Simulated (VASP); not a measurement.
Computed with PBE GGA, VASP's PBE PAW potentials (set 64) (plane waves; VASP).

VASP ran on this input.

INCAR:
```
LCHARG  =  .FALSE.
LASPH  =  .TRUE.
ISIF  =  2
PREC  =  Accurate
ALGO  =  Normal   # blocked Davidson
GGA  =  PE   # PBE
LMAXMIX  =  4   # l cut-off of mixed one-centre charges
SYSTEM  =  KBr
NELM  =  100   # most electronic steps
SIGMA  =  0.05   # width (eV)
ISMEAR  =  0   # Gaussian
EDIFF  =  1E-7   # SCF stop (eV)
LREAL  =  .FALSE.
ENCUT  =  480
LWAVE  =  .FALSE.
```

### POSCAR
```
KBr
3.3506390
  0.0000000000   1.0000000674   1.0000000674
  1.0000000674   0.0000000000   1.0000000674
  1.0000000674   1.0000000674   0.0000000000
K Br
1 1
direct
  0.0000000000   0.0000000000   0.0000000000
  0.5000000000   0.5000000000   0.5000000000
```

KPOINTS:
```
Regular mesh
0
Gamma
6 6 6
```

POTCAR, in this order: K_sv Br (PBE.64 set). Program: vasp_std.

The resulting files:

File OSZICAR:
```
       N       E                     dE             d eps       ncg     rms          rms(c)
DAV:   1     0.948439492284E+02    0.94844E+02   -0.65255E+03   384   0.108E+03
DAV:   2     0.505817946207E+00   -0.94338E+02   -0.89110E+02   456   0.251E+02
DAV:   3    -0.608121558907E+01   -0.65870E+01   -0.65557E+01   492   0.623E+01
DAV:   4    -0.640651700551E+01   -0.32530E+00   -0.32500E+00   732   0.115E+01
DAV:   5    -0.640731041713E+01   -0.79341E-03   -0.79340E-03   488   0.655E-01    0.290E+00
DAV:   6    -0.622524833615E+01    0.18206E+00   -0.29550E-01   464   0.279E+00    0.210E+00
DAV:   7    -0.621225984909E+01    0.12988E-01   -0.13819E-01   476   0.216E+00    0.100E+00
DAV:   8    -0.622223612435E+01   -0.99763E-02   -0.16866E-02   528   0.105E+00    0.126E-01
DAV:   9    -0.622291806147E+01   -0.68194E-03   -0.73994E-04   500   0.186E-01    0.825E-02
DAV:  10    -0.622339136474E+01   -0.47330E-03   -0.53798E-04   428   0.167E-01    0.156E-02
DAV:  11    -0.622339631505E+01   -0.49503E-05   -0.20100E-05   532   0.296E-02    0.585E-03
DAV:  12    -0.622339875866E+01   -0.24436E-05   -0.32648E-06   456   0.157E-02    0.472E-03
DAV:  13    -0.622339905608E+01   -0.29742E-06   -0.69663E-07   500   0.472E-03    0.744E-04
DAV:  14    -0.622339910569E+01   -0.49615E-07   -0.16424E-07   452   0.312E-03
   1 F= -.62233991E+01 E0= -.62233991E+01  d E =-.576637E-14
```

### OUTCAR
```
------------------------ aborting loop because EDIFF is reached ----------------------------------------
  FORCE on cell =-STRESS in cart. coord.  units (eV):
  Direction    XX          YY          ZZ          XY          YZ          ZX
  --------------------------------------------------------------------------------------
  Total        0.0224063      0.0224063      0.0224063     -0.0000000      0.0000000     -0.0000000
  in kB        0.4771639      0.4771639      0.4771639     -0.0000000      0.0000000     -0.0000000
  external PRESSURE =       0.4771639 kB  Pullay stress =       0.0000000 kB
  volume of cell :       75.23
      direct lattice vectors                 reciprocal lattice vectors
     0.000000000  3.350639226  3.350639226    -0.149225257  0.149225257  0.149225257
     3.350639226  0.000000000  3.350639226     0.149225257 -0.149225257  0.149225257
     3.350639226  3.350639226  0.000000000     0.149225257  0.149225257 -0.149225257
  FREE ENERGIE OF THE ION-ELECTRON SYSTEM (eV)
  ---------------------------------------------------
  free  energy   TOTEN  =        -6.2233991057 eV

  energy  without entropy=       -6.2233991057  energy(sigma->0) =       -6.22339911
```
(Selected blocks of OUTCAR.)

The compound is KBr in the rock salt structure. It was relaxed first.
